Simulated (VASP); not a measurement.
Consider the following.

```
CELL_PARAMETERS angstrom
      4.38481     0.00000     0.00000
      0.00000     4.38481     0.00000
      0.00000     0.00000     4.38481
ATOMIC_POSITIONS crystal
  Co 0.85446 0.64554 0.35446
  Co 0.35446 0.85446 0.64554
  Co 0.14554 0.14554 0.14554
  Co 0.64554 0.35446 0.85446
  Si 0.15668 0.34332 0.65668
  Si 0.65668 0.15668 0.34332
  Si 0.84332 0.84332 0.84332
  Si 0.34332 0.65668 0.15668
```

Level of theory: PBEsol GGA, VASP's PBE PAW potentials (set 64) (plane waves; VASP). Settings: 400 eV cut-off, 8×8×8 Γ-centred mesh, tetrahedra with Blöchl corrections, potentials Co Si.

The cores are frozen, which limits the accuracy of field gradients.

Question: Give the principal components of the electric field gradient (V/Å²) and the asymmetry η at each nucleus.

Answer: 
```
atom   Vxx   Vyy    Vzz     η
----  ----  ----  -----  ----
Co1    2.1   2.1   -4.3  0.00
Co2    2.1   2.1   -4.3  0.00
Co3    2.1   2.1   -4.3  0.00
Co4    2.1   2.1   -4.3  0.00
Si5   12.3  12.3  -24.6  0.00
Si6   12.3  12.3  -24.6  0.00
Si7   12.3  12.3  -24.6  0.00
Si8   12.3  12.3  -24.6  0.00
```

The compound is CoSi in the B20 structure. It was relaxed first. The run is not spin-polarised, so no magnetic state was tried.
